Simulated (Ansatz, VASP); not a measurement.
# MnO (Manganosite) in two plane-wave programs

One calculation is typed for both programs; each brings its own data sets and cutoff. How far apart do they land? The cell is taken from a series of VASP runs on this material, whose earlier steps may have relaxed, scaled or displaced it; both programs get it as it stands.

Method: plane waves, with VASP 6.6.1 beside it; zone-centre phonons at LDA, DFT+U and relaxation of cell and atoms at PBE, DFT+U, in Ansatz 0.2.0.

## Step 1: The structure

It takes space group Fm-3m (No. 225, cubic). Conventional cell: a = 4.446 Å, b = 4.446 Å, c = 4.446 Å, α = 90.00°, β = 90.00°, γ = 90.00°. Mn has 6 O at 2.22 Å nearest. O has 6 Mn at 2.22 Å nearest. Farther neighbours and most contacts between anions are not listed.

## Step 2: VASP: zone-centre phonons, LDA, DFT+U

Second derivatives magnify differences that forces hide, and they need a tight electronic threshold.

Lines of VASP's logs that name or quote its potential files are left out, and so is its time.

INCAR reads:

```
SYSTEM = MnO
PREC = Accurate
ENCUT = 520
EDIFF = 1E-08
NELM = 100
ISMEAR = 0
SIGMA = 0.03
LREAL = .FALSE.
ALGO = Normal
GGA = CA
NBANDS = 16
ISPIN = 2
MAGMOM = 4 0
LDAU = .TRUE.
LDAUTYPE = 2
LDAUL = 2 -1
LDAUU = 3.9 0
LDAUJ = 0 0
LDAUPRINT = 1
LASPH = .TRUE.
LMAXMIX = 4
LORBIT = 11
LWAVE = .FALSE.
LCHARG = .FALSE.
KPAR = 4
IBRION = 6
NFREE = 2
POTIM = 0.015
NSW = 1
ISIF = 2
```

POSCAR reads:

```
MnO
1.0
    0.0000000000      2.2230000000      2.2230000000
    2.2230000000      0.0000000000      2.2230000000
    2.2230000000      2.2230000000      0.0000000000
Mn O
1 1
Direct
    0.0000000000      0.0000000000      0.0000000000
    0.5000000000      0.5000000000      0.5000000000
```

KPOINTS reads:

```
Automatic mesh
0
Gamma
12 12 12
0 0 0
```

The projector-augmented-wave data sets are Mn_pv and O (LDA family, release 64).

Started as:

```console
$ mpirun -np 4 vasp_std
```

Numbers of over 12 decimals in the logs are rounded to 6 here.

The log of the run:

```text
[banner, memory and clock lines left out]
running    4 mpi-ranks, on    1 nodes
 distrk:  each k-point on    1 cores,    4 groups
 distr:  one band on    1 cores,    1 groups

 POSCAR found type information on POSCAR MnO
 POSCAR found :  2 types and       2 ions
 LDA part: xc-table for (Slater(with rela. corr.)+CA(PZ))
 , standard interpolation
 POSCAR, INCAR and KPOINTS ok, starting setup
 FFT: planning ... GRIDC
 FFT: planning ... GRID_SOFT
 FFT: planning ... GRID
 WAVECAR not read
 entering main loop
       N       E                     dE             d eps       ncg     rms          rms(c)
DAV:   1     0.159836474896E+03    0.15984E+03   -0.11016E+04  4616   0.140E+03
DAV:   2    -0.103470703876E+02   -0.17018E+03   -0.16018E+03  5280   0.371E+02
DAV:   3    -0.170190589701E+02   -0.66720E+01   -0.66419E+01  4936   0.824E+01
DAV:   4    -0.170733215452E+02   -0.54263E-01   -0.54259E-01  5312   0.768E+00
DAV:   5    -0.170740993538E+02   -0.77781E-03   -0.77781E-03  4888   0.894E-01    0.145E+01
DAV:   6    -0.162716265322E+02    0.80247E+00   -0.12785E+01  5832   0.418E+01    0.147E+01
DAV:   7    -0.165211554153E+02   -0.24953E+00   -0.12079E+00  4664   0.157E+01    0.870E+00
DAV:   8    -0.165149698031E+02    0.61856E-02   -0.15623E-01  5024   0.371E+00    0.513E+00
DAV:   9    -0.165166134282E+02   -0.16436E-02   -0.25164E-02  5000   0.205E+00    0.545E-01
DAV:  10    -0.165168497308E+02   -0.23630E-03   -0.53885E-03  5368   0.103E+00    0.954E-02
DAV:  11    -0.165168671141E+02   -0.17383E-04   -0.24829E-04  4768   0.162E-01    0.552E-02
DAV:  12    -0.165168812644E+02   -0.14150E-04   -0.26581E-05  4808   0.608E-02    0.235E-02
DAV:  13    -0.165168826043E+02   -0.13398E-05   -0.20585E-06  4904   0.206E-02    0.890E-03
DAV:  14    -0.165168824780E+02    0.12629E-06   -0.17953E-06  4824   0.132E-02    0.468E-03
DAV:  15    -0.165168829220E+02   -0.44399E-06   -0.11363E-07  5632   0.431E-03    0.950E-04
DAV:  16    -0.165168829212E+02    0.76034E-09   -0.10783E-08  3552   0.862E-04
   1 F= -.16516883E+02 E0= -.16516883E+02  d E =-.630044E-09  mag=     5.0000
[...]
2 F= -.16516539E+02 E0= -.16516539E+02  d E =-.605644E-09  mag=     5.0000
[...]
3 F= -.16516539E+02 E0= -.16516539E+02  d E =-.604846E-09  mag=     5.0000
[...]
4 F= -.16516534E+02 E0= -.16516534E+02  d E =-.605150E-09  mag=     5.0000
 Finite differences progress:
  Degree of freedom:   2/  2
  Displacement:        1/  2
  Total:               3/  4
 bond charge predicted
       N       E                     dE             d eps       ncg     rms          rms(c)
DAV:   1    -0.165128968375E+02    0.36369E-02   -0.36205E+00 10488   0.123E+01    0.242E-01
DAV:   2    -0.165169228663E+02   -0.40260E-02   -0.48515E-02 10968   0.167E+00    0.136E-01
DAV:   3    -0.165165821476E+02    0.34072E-03   -0.48916E-04 11304   0.241E-01    0.103E-01
DAV:   4    -0.165165329157E+02    0.49232E-04   -0.21367E-04 10976   0.135E-01    0.491E-02
DAV:   5    -0.165165352550E+02   -0.23394E-05   -0.31839E-05 11024   0.448E-02    0.139E-02
DAV:   6    -0.165165343559E+02    0.89909E-06   -0.79918E-07 11408   0.133E-02    0.891E-03
DAV:   7    -0.165165337795E+02    0.57649E-06   -0.11148E-06 11512   0.137E-02    0.164E-03
DAV:   8    -0.165165338025E+02   -0.23086E-07   -0.26192E-07 10592   0.421E-03    0.851E-04
DAV:   9    -0.165165338002E+02    0.23342E-08   -0.33745E-09  5608   0.612E-04
   5 F= -.16516534E+02 E0= -.16516534E+02  d E =-.605140E-09  mag=     5.0000
 Finite differences progress:
  Degree of freedom:   2/  2
  Displacement:        2/  2
  Total:               4/  4
```

From OUTCAR (step 2):

```text
ion  position               nearest neighbor table
   1  0.000  0.000  0.000-   2 2.22   2 2.22   2 2.22   2 2.22   2 2.22   2 2.22
   2  0.500  0.500  0.500-   1 2.22   1 2.22   1 2.22   1 2.22   1 2.22   1 2.22

  LATTYP: Found a face centered cubic cell.
 ALAT       =     4.4460000000

 Subroutine GETGRP returns: Found 48 space group operations
 (whereof 48 operations were pure point group operations)

The static configuration has the point symmetry O_h .

 Found     72 irreducible k-points:

   k-points           NKPTS =     72   k-points in BZ     NKDIM =     72   number of bands    NBANDS=     16

   dimension x,y,z NGX =    24 NGY =   24 NGZ =   24
   dimension x,y,z NGXF=    48 NGYF=   48 NGZF=   48

   ENCUT  =  520.0 eV  38.22 Ry    6.18 a.u.   5.85  5.85  5.85*2*pi/ulx,y,z

   NELECT =      19.0000    total number of electrons

 k-points in reciprocal lattice and weights: Automatic mesh
   0.00000000  0.00000000  0.00000000       0.001
   0.08333333  0.00000000  0.00000000       0.005
   0.16666667  0.00000000  0.00000000       0.005
   0.25000000  0.00000000  0.00000000       0.005
   0.33333333  0.00000000  0.00000000       0.005
   0.41666667  0.00000000  0.00000000       0.005
   0.50000000  0.00000000  0.00000000       0.002
   0.08333333  0.08333333  0.00000000       0.003
   0.16666667  0.08333333  0.00000000       0.014
[...]
-0.33333333  0.50000000  0.16666667       0.007
  -0.25000000  0.50000000  0.25000000       0.003

atom =   1  type =  1  l = 2

 onsite density matrix

spin component  1

  0.9382 -0.0000  0.0000 -0.0000 -0.0000
 -0.0000  0.9381 -0.0000  0.0000  0.0000
  0.0000 -0.0000  0.9759  0.0000  0.0000
 -0.0000  0.0000  0.0000  0.9382  0.0000
 -0.0000  0.0000  0.0000  0.0000  0.9759

spin component  2

  0.0212 -0.0000 -0.0000 -0.0000  0.0000
 -0.0000  0.0212  0.0000 -0.0000 -0.0000
 -0.0000  0.0000  0.0787  0.0000 -0.0000
 -0.0000 -0.0000  0.0000  0.0212  0.0000
[...]
average (electrostatic) potential at core
       1 -67.9670       2 -69.6478

 E-fermi :   6.7875

 spin component 1
 k-point     1 :       0.0000    0.0000    0.0000
  band No.  band energies     occupation
    ...
      8       2.9054      1.00000
      9       2.9156      1.00000
     10       3.7478      1.00000
     11       3.7478      1.00000
     12       3.7553      1.00000
     13       6.8811      0.00001
     14      21.1290      0.00000
     15      22.8121      0.00000
     16      22.8121      0.00000

 k-point     2 :       0.0833    0.0000    0.0000
  band No.  band energies     occupation
    ...
      8       2.7010      1.00000
      9       2.7032      1.00000
     10       3.5529      1.00000
     11       4.2260      1.00000
     12       4.2300      1.00000
     13       7.3989      0.00000
     14      20.0911      0.00000
     15      22.6599      0.00000
     16      22.6610      0.00000

 k-point     3 :       0.1667    0.0000    0.0000
  band No.  band energies     occupation
    ...
      8       2.8164      1.00000
      9       2.8169      1.00000
     10       3.4861      1.00000
     11       4.9513      1.00000
     12       4.9533      1.00000
     13       8.4496      0.00000
     14      18.4371      0.00000
     15      22.0103      0.00000
     16      22.0107      0.00000

 k-point     4 :       0.2500    0.0000    0.0000
  band No.  band energies     occupation
    ...
      8       3.0086      1.00000
      9       3.0088      1.00000
     10       3.6353      1.00000
     11       5.6323      1.00000
     12       5.6337      1.00000
     13       9.5138      0.00000
     14      16.8916      0.00000
     15      20.9452      0.00000
     16      20.9460      0.00000

 k-point     5 :       0.3333    0.0000    0.0000
  band No.  band energies     occupation
    ...
      8       3.2098      1.00000
      9       3.2100      1.00000
     10       3.8762      1.00000
     11       6.1879      1.00000
     12       6.1887      1.00000
     13      10.3024      0.00000
     14      15.7459      0.00000
     15      19.9247      0.00000
     16      19.9256      0.00000

 k-point     6 :       0.4167    0.0000    0.0000
  band No.  band energies     occupation
    ...
      8       3.3622      1.00000
      9       3.3624      1.00000
     10       4.1042      1.00000
     11       6.5554      1.00000
     12       6.5557      1.00000
     13      10.6569      0.00000
     14      15.1678      0.00000
     15      19.2220      0.00000
     16      19.2231      0.00000

  Total       -0.7018212     -0.7089465     -0.7089465      0.0000000     -0.0000000     -0.0000000
  in kB      -51.1786345    -51.6982312    -51.6982312      0.0000000     -0.0000000     -0.0000000
  external PRESSURE =     -51.5250323 kB  Pullay stress =       0.0000000 kB

  energy-cutoff  :      520.00
  volume of cell :       21.97
      direct lattice vectors                 reciprocal lattice vectors
     0.000000000  2.223000000  2.223000000    -0.224921278  0.224921278  0.224921278
     2.223000000  0.000000000  2.223000000     0.224921278 -0.224921278  0.224921278
     2.223000000  2.223000000  0.000000000     0.224921278  0.224921278 -0.224921278

 POSITION                                       TOTAL-FORCE (eV/Angst)
 -----------------------------------------------------------------------------------
      0.00000      0.00000      0.00000        -0.046639      0.000000      0.000000
      2.20800      2.22300      2.22300         0.046639      0.000000      0.000000
 -----------------------------------------------------------------------------------
    total drift:                                0.000039     -0.000000     -0.000000

  FREE ENERGIE OF THE ION-ELECTRON SYSTEM (eV)
  ---------------------------------------------------
  free  energy   TOTEN  =       -16.5165338002 eV

  energy  without entropy=      -16.5165337996  energy(sigma->0) =      -16.51653380

 Eigenvectors and eigenvalues of the dynamical matrix
 ----------------------------------------------------

   1 f  =    7.824156 THz    49.160622 2PiTHz  260.985754 cm-1    32.358095 meV
             X         Y         Z           dx          dy          dz
      0.000000  0.000000  0.000000     0.000000    0.473159    0.000000
      2.223000  2.223000  2.223000     0.000000   -0.880977    0.000000

   2 f  =    7.824156 THz    49.160622 2PiTHz  260.985754 cm-1    32.358095 meV
             X         Y         Z           dx          dy          dz
      0.000000  0.000000  0.000000    -0.473159    0.000000    0.000000
      2.223000  2.223000  2.223000     0.880977    0.000000    0.000000

   3 f  =    7.824156 THz    49.160622 2PiTHz  260.985754 cm-1    32.358095 meV
             X         Y         Z           dx          dy          dz
      0.000000  0.000000  0.000000     0.000000    0.000000   -0.473159
      2.223000  2.223000  2.223000     0.000000    0.000000    0.880977

   4 f/i=    0.015646 THz     0.098308 2PiTHz    0.521899 cm-1     0.064707 meV
             X         Y         Z           dx          dy          dz
      0.000000  0.000000  0.000000     0.880977    0.000000    0.000000
      2.223000  2.223000  2.223000     0.473159    0.000000    0.000000

   5 f/i=    0.015646 THz     0.098308 2PiTHz    0.521899 cm-1     0.064707 meV
             X         Y         Z           dx          dy          dz
      0.000000  0.000000  0.000000     0.000000    0.000000    0.880977
      2.223000  2.223000  2.223000     0.000000    0.000000    0.473159

   6 f/i=    0.015646 THz     0.098308 2PiTHz    0.521899 cm-1     0.064707 meV
             X         Y         Z           dx          dy          dz
      0.000000  0.000000  0.000000     0.000000   -0.880977    0.000000
      2.223000  2.223000  2.223000     0.000000   -0.473159    0.000000

 ELASTIC MODULI CONTR FROM IONIC RELAXATION (kBar)
 Direction    XX          YY          ZZ          XY          YZ          ZX
 --------------------------------------------------------------------------------
 XX           0.0000      0.0000      0.0000      0.0000      0.0000      0.0000
 YY           0.0000      0.0000      0.0000      0.0000      0.0000      0.0000
 ZZ           0.0000      0.0000      0.0000      0.0000      0.0000      0.0000
 XY           0.0000      0.0000      0.0000      0.0000      0.0000      0.0000
 YZ           0.0000      0.0000      0.0000      0.0000      0.0000      0.0000
 ZX           0.0000      0.0000      0.0000      0.0000      0.0000      0.0000
 --------------------------------------------------------------------------------

 total charge
# of ion       s       p       d       tot
------------------------------------------
    1        0.215   6.188   4.967  11.370
    2        1.543   3.428   0.000   4.971
--------------------------------------------------
tot          1.758   9.616   4.967  16.340

 magnetization (x)
# of ion       s       p       d       tot
------------------------------------------
    1        0.028   0.021   4.535   4.584
    2        0.023   0.151   0.000   0.174
--------------------------------------------------
tot          0.050   0.172   4.535   4.758

[... 6 further parts left out ...]
```

CONTCAR:

```
MnO
   1.00000000000000
     0.0000000000000000    2.2229999999999999    2.2229999999999999
     2.2229999999999999    0.0000000000000000    2.2229999999999999
     2.2229999999999999    2.2229999999999999    0.0000000000000000
  Mn              O
     1     1
Direct
     0.0000000000000000    0.0000000000000000    0.0000000000000000
     0.5033738191632928    0.4966261808367071    0.4966261808367072
```

(Continued in part 2 of 2.)

[Lines on the potential files, build, host, timing and source positions are cut from VASP's logs without a mark.]

[Logs are printed without paths, hosts, clocks, repeated set-up lines and the standing remarks that a program may print on its own settings, such as how far it seeks lower states.]

[Hosts, paths, dates, database ids (printed as entryN), source tags and the programs' standing remarks are cut or masked in the printed files.]
